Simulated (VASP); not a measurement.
Given:

```
ZrS2
1.0
    1.81677    -3.14675     0.00000
    1.81677     3.14675     0.00000
    0.00000     0.00000     5.69895
Zr S
1 2
Direct
  0.00000   0.00000   0.00000
  0.33333   0.66667   0.25717
  0.66667   0.33333   0.74283
```

Computed with LDA (Ceperley-Alder, Perdew-Zunger), VASP's LDA PAW potentials (set 64) (plane waves; VASP 6.6.1). Run with 520 eV cut-off, 9×9×5 Γ-centred mesh, Gaussian smearing of 0.050 eV, potentials Zr_sv S.

Question: The ions and cell shape at fixed volume are relaxed. Which structure does the run end with?

Answer: 
```
ZrS2
1.0
    1.80605    -3.12817     0.00000
    1.80605     3.12817     0.00000
    0.00000     0.00000     5.76682
Zr S
1 2
Direct
  0.00000   0.00000   0.00000
  0.33333   0.66667   0.25112
  0.66667   0.33333   0.74888
```
Space group P-3m1 (164), at a tolerance of 0.03 Å.

Question: How much energy does the relaxation gain?

Answer: The energy (σ→0) changes by -4.3 meV/atom, in 5 ionic steps.

The compound is ZrS2 in the 1T layered structure. This cell is one point of a volume scan, at 1.03 of the reference volume. Symmetry was kept, so distortions that lower it aren't found.
